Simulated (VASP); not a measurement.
A convergence study with VASP on BAs (zinc blende): one setting is varied, all else stays as given below, so the limit is that of these other settings.

```
CELL_PARAMETERS angstrom
      0.00000     2.39000     2.39000
      2.39000     0.00000     2.39000
      2.39000     2.39000     0.00000
ATOMIC_POSITIONS crystal
  B  0.00000 0.00000 0.00000
  As 0.25000 0.25000 0.25000
```

Computed with PBEsol GGA, VASP's PBE PAW potentials (set 64) (plane waves; VASP 6.6.1). The tightest run used: 700 eV cut-off, 15×15×15 Monkhorst-Pack mesh, Gaussian smearing of 0.050 eV, potentials B As.

```
setting     E (eV/atom)  pressure (GPa)  irreducible k-points
----------  -----------  --------------  --------------------
1×1×1 mesh       5.2768          105.42                     1
2×2×2 mesh      -6.0279           -0.11                     2
3×3×3 mesh      -5.7755            2.15                     4
```

Problem. These are the cheaper rows. Estimate the results at 15×15×15 mesh, and how far the last row shown lies from them.

Solution. 
```json
[
 {"quantity": "E (eV/atom)", "tightest run": "-6.1029", "last row shown is off by": "0.3274"},
 {"quantity": "pressure (GPa)", "tightest run": "-0.20", "last row shown is off by": "2.35"}
]
```

Left out are rungs that failed or repeat a setting and relaxations that didn't move; long series are thinned to 24 rows.

The compound is BAs in the zinc blende structure. The cell was not relaxed at this level.
